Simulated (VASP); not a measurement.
Consider the following.

```
CELL_PARAMETERS angstrom
      0.00000     3.00857     3.00857
      3.00857     0.00000     3.00857
      3.00857     3.00857     0.00000
ATOMIC_POSITIONS crystal
  Al 0.25000 0.25000 0.25000
  Al 0.75000 0.75000 0.75000
  Au 0.00000 0.00000 0.00000
```

Calculation: LDA (Ceperley-Alder, Perdew-Zunger), VASP's LDA PAW potentials (set 64) (plane waves; VASP 6.6.1). Numerical set-up: 520 eV cut-off, 9×9×9 Γ-centred mesh, first-order Methfessel-Paxton smearing of 0.10 eV, potentials Al Au.

Unless said otherwise, spin-orbit coupling is left out, though it shifts the bands of the heavy elements here.

Task: What does the run give for the energy per atom (σ→0), pressure, band gap (on the k-mesh) with the smallest direct gap where there is one?

Result: 
The band gap (on the k-mesh) is none (metal, semimetal or under 0.01 eV), the energy per atom (σ→0) comes out as -4.756 eV/atom and the pressure comes out as -3.30 GPa.

Total energies compare only between runs with the same potentials, cut-off and functional.

The compound is AuAl2 in the fluorite structure. This cell is one point of a volume scan, at 1.03 of the reference volume. The electron count is odd and the run is not spin-polarised, which forces a metal.
